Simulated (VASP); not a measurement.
# TiN (Osbornite) (Fm-3m) in VASP: notebook, part 2 of 2

VASP 6.6.1. Earlier steps stand in the parts before.

**3. Single point, LDA, collinear spin, ferromagnetic start**

Input file INCAR:

```
PREC = Accurate
ENCUT = 300
EDIFF = 1E-6
ISMEAR = -1
SIGMA = 0.05
LREAL = F
LASPH = T
NELM = 100
ALGO = Normal
ISIF = 2
LWAVE = F
LCHARG = T
ISPIN = 2
MAGMOM = 1 0
LORBIT = 11
LMAXMIX = 4
GGA = CA
LVHAR = T
KPAR = 4
```

Input file KPOINTS:

```
regular mesh
0
Gamma
  5 5 5
```

Input file POSCAR:

```
TiN
1.0
    0.0000000000      2.1190000000      2.1190000000
    2.1190000000      0.0000000000      2.1190000000
    2.1190000000      2.1190000000      0.0000000000
Ti N
1 1
Direct
    0.0000000000      0.0000000000      0.0000000000
    0.5000000000      0.5000000000      0.5000000000
```

Potentials or basis: VASP PAW LDA potentials, release 64 (Ti_sv, N).

The run is started by

```bash
cat potpaw_LDA.64/Ti_sv/POTCAR potpaw_LDA.64/N/POTCAR > POTCAR
mpirun -np 4 vasp_std > vasp.out
```

Run time: 5.2 s. Hardware: 4 MPI ranks of Intel Xeon Platinum 8375C at 2.90GHz (Ice Lake), shared host; peak memory 0.1 GiB.

The run converged, but a check on its numbers failed (symmetry, net force, bounds or a known fault of this set-up), so they aren't taken as properties of the crystal.

Caveat: the k mesh is coarse (spacing up to 0.51 Å⁻¹), so the values aren't converged; the cutoff lies under the usual one of these potentials, so the numbers hold a large basis-set error; a pressure of tens of GPa on the cell as given is suspect, and the run, the potentials or the cell itself is likely at fault.

**4. Single point, LDA, collinear spin, ferromagnetic start**

Edit INCAR of step 3 so:

```diff
@@ -1,3 +1,3 @@
 PREC = Accurate
-ENCUT = 300
+ENCUT = 520
 EDIFF = 1E-6
```

Input file KPOINTS:

```
regular mesh
0
Gamma
  12 12 12
```

POSCAR is that of step 3.

The run is started by

```bash
cat potpaw_LDA.64/Ti_sv/POTCAR potpaw_LDA.64/N/POTCAR > POTCAR
mpirun -np 4 vasp_std > vasp.out
```

It took 18 s on 4 MPI ranks of Intel Xeon Platinum 8375C at 2.90GHz (Ice Lake), shared host; peak memory 0.14 GiB.

The run converged. Its results:

```yaml
Free_energy: -21.6436 eV
Pressure: -12.8 GPa
Band_gap_on_the_k_mesh: none (metal or under the smearing width)
Net_moment: 0.00 μB per cell
Valence_electrons_inside_the_program's_atomic_spheres: Ti 10.42; N 3.71
```

Levels at points of the mesh, in eV from the Fermi level:
Spin up:
```tsv
k point	band 5	band 6	band 7	band 8	band 9	band 10	band 11	band 12	band 13
(0.00, 0.00, 0.00)	-16.79	-1.94	-1.94	-1.94	-0.59	-0.59	-0.59	0.61	0.61
(0.50, 0.00, 0.00)	-14.25	-8.02	-5.43	-5.43	1.74	1.74	2.42	5.82	5.82
(0.50, 0.50, 0.00)	-15.36	-5.72	-3.13	-3.13	-3.06	1.68	2.45	2.45	3.74
```
Spin down:
```csv
k point,band 6,band 7,band 8,band 9,band 10,band 11,band 12,band 13
"(0.00, 0.00, 0.00)",-1.94,-1.94,-1.94,-0.59,-0.59,-0.59,0.61,0.61
"(0.50, 0.00, 0.00)",-8.02,-5.43,-5.43,1.74,1.74,2.42,5.82,5.82
"(0.50, 0.50, 0.00)",-5.72,-3.13,-3.13,-3.06,1.68,2.45,2.45,3.74
```

**5. Single point, PBEsol, collinear spin, ferromagnetic start**

Edit INCAR of step 4 so:

```diff
@@ -1,3 +1,3 @@
 PREC = Accurate
-ENCUT = 520
+ENCUT = 250
 EDIFF = 1E-6
@@ -16,3 +16,3 @@
 LMAXMIX = 4
-GGA = CA
+GGA = PS
 LVHAR = T
```

KPOINTS is that of step 4.

POSCAR is that of step 4.

Potentials or basis: VASP PAW PBE potentials, release 64 (Ti_sv, N).

The run is started by

```bash
cat potpaw_PBE.64/Ti_sv/POTCAR potpaw_PBE.64/N/POTCAR > POTCAR
mpirun -np 4 vasp_std > vasp.out
```

OUTCAR:

```text
PREC = Accurate
   ENCUT = 250
   EDIFF = 1E-6
   ISMEAR = -1
   LREAL = F
   LASPH = T
   NELM = 100
   ISIF = 2
   ISPIN = 2
   LORBIT = 11
   GGA = PS

 ion  position               nearest neighbor table
   1  0.000  0.000  0.000-   2 2.12   2 2.12   2 2.12   2 2.12   2 2.12   2 2.12
   2  0.500  0.500  0.500-   1 2.12   1 2.12   1 2.12   1 2.12   1 2.12   1 2.12

  LATTYP: Found a face centered cubic cell.
 ALAT       =     4.2380000000

  Lattice vectors:

[... 984 lines left out ...]
  in kB     -579.2150605   -579.2150605   -579.2150605      0.0000000      0.0000000      0.0000000
  external PRESSURE =    -579.2150605 kB  Pullay stress =       0.0000000 kB

 VOLUME and BASIS-vectors are now :
 -----------------------------------------------------------------------------
  energy-cutoff  :      250.00
  volume of cell :       19.03
      direct lattice vectors                 reciprocal lattice vectors
     0.000000000  2.119000000  2.119000000    -0.235960359  0.235960359  0.235960359
     2.119000000  0.000000000  2.119000000     0.235960359 -0.235960359  0.235960359
     2.119000000  2.119000000  0.000000000     0.235960359  0.235960359 -0.235960359

 POSITION                                       TOTAL-FORCE (eV/Angst)
 -----------------------------------------------------------------------------------
      0.00000      0.00000      0.00000         0.000000      0.000000      0.000000
      2.11900      2.11900      2.11900         0.000000      0.000000      0.000000
 -----------------------------------------------------------------------------------
    total drift:                                0.000000     -0.000000     -0.000000

  FREE ENERGIE OF THE ION-ELECTRON SYSTEM (eV)
  ---------------------------------------------------
  free  energy   TOTEN  =       -20.7879792465 eV

  energy  without entropy=      -20.7815765544  energy(sigma->0) =      -20.78477790

 total charge

# of ion       s       p       d       tot
------------------------------------------
    1        2.182   6.236   2.012  10.430
    2        1.324   2.228   0.000   3.552
--------------------------------------------------
tot          3.506   8.464   2.012  13.983

 magnetization (x)

# of ion       s       p       d       tot
------------------------------------------
    1        0.000   0.000   0.000   0.000
    2       -0.000  -0.000   0.000  -0.000
--------------------------------------------------
tot          0.000  -0.000   0.000   0.000
```

Wall time 8 s (4 MPI ranks of Intel Xeon Platinum 8375C at 2.90GHz (Ice Lake), shared host); peak memory 0.12 GiB.

The run converged, but a check on its numbers failed (symmetry, net force, bounds or a known fault of this set-up), so they aren't taken as properties of the crystal.

Caveat: the cutoff lies under the usual one of these potentials, so the numbers hold a large basis-set error; a pressure of tens of GPa on the cell as given is suspect, and the run, the potentials or the cell itself is likely at fault; the PAW data sets were made with another functional, which shifts forces and pressure a little.

**6. Single point, PBE, collinear spin, ferromagnetic start**

Edit INCAR of step 5 so:

```diff
@@ -1,3 +1,3 @@
 PREC = Accurate
-ENCUT = 250
+ENCUT = 520
 EDIFF = 1E-6
@@ -16,3 +16,3 @@
 LMAXMIX = 4
-GGA = PS
+GGA = PE
 LVHAR = T
```

KPOINTS is that of step 5.

POSCAR is that of step 5.

Potentials or basis: VASP PAW PBE potentials, release 64 (Ti_sv, N).

The run is started by

```bash
cat potpaw_PBE.64/Ti_sv/POTCAR potpaw_PBE.64/N/POTCAR > POTCAR
mpirun -np 4 vasp_std > vasp.out
```

Wall time 24 s (4 MPI ranks of Intel Xeon Platinum 8375C at 2.90GHz (Ice Lake), shared host); peak memory 0.16 GiB.

The run converged. Its results:

| Quantity | Value |
| --- | --- |
| Free energy | -19.6403 eV |
| Pressure | 2.2 GPa |
| Band gap on the k mesh | none (metal or under the smearing width) |
| Net moment | 0.00 μB per cell |
| Valence electrons inside the program's atomic spheres | Ti 10.39; N 3.76 |

Levels at points of the mesh, in eV from the Fermi level:
Spin up:
| k point | band 6 | band 7 | band 8 | band 9 | band 10 | band 11 | band 12 | band 13 |
| --- | --- | --- | --- | --- | --- | --- | --- | --- |
| (0.00, 0.00, 0.00) | -2.00 | -2.00 | -2.00 | -0.58 | -0.58 | -0.58 | 0.62 | 0.62 |
| (0.50, 0.00, 0.00) | -8.05 | -5.45 | -5.45 | 1.73 | 1.73 | 2.40 | 5.79 | 5.79 |
| (0.50, 0.50, 0.00) | -5.80 | -3.19 | -3.19 | -3.04 | 1.68 | 2.43 | 2.43 | 3.66 |
Spin down:
```csv
k point,band 5,band 6,band 7,band 8,band 9,band 10,band 11,band 12,band 13
"(0.00, 0.00, 0.00)",-17.07,-2.00,-2.00,-2.00,-0.58,-0.58,-0.58,0.62,0.62
"(0.50, 0.00, 0.00)",-14.61,-8.05,-5.45,-5.45,1.73,1.73,2.40,5.79,5.79
"(0.50, 0.50, 0.00)",-15.66,-5.80,-3.19,-3.19,-3.04,1.68,2.43,2.43,3.66
```

**7. The runs side by side**

```csv
level,potentials or basis,gap on the mesh (eV),pressure (GPa),moment (μB)
PBEsol,"VASP PAW PBE potentials, release 64 (Ti_sv, N)",none,-6.5,0.00
LDA,"VASP PAW LDA potentials, release 64 (Ti_sv, N)",none,-12.8,0.00
PBE,"VASP PAW PBE potentials, release 64 (Ti_sv, N)",none,2.2,0.00
```

Alike in all rows: task single point; spin collinear, ferromagnetic start; cell as given; k mesh 12 × 12 × 12; cutoff (eV) 520; smearing fermi-dirac 0.05 eV.

Caveats: the PAW data sets were made with another functional, which shifts forces and pressure a little (some runs).

Absolute energies hang on the potentials; compare differences alone.
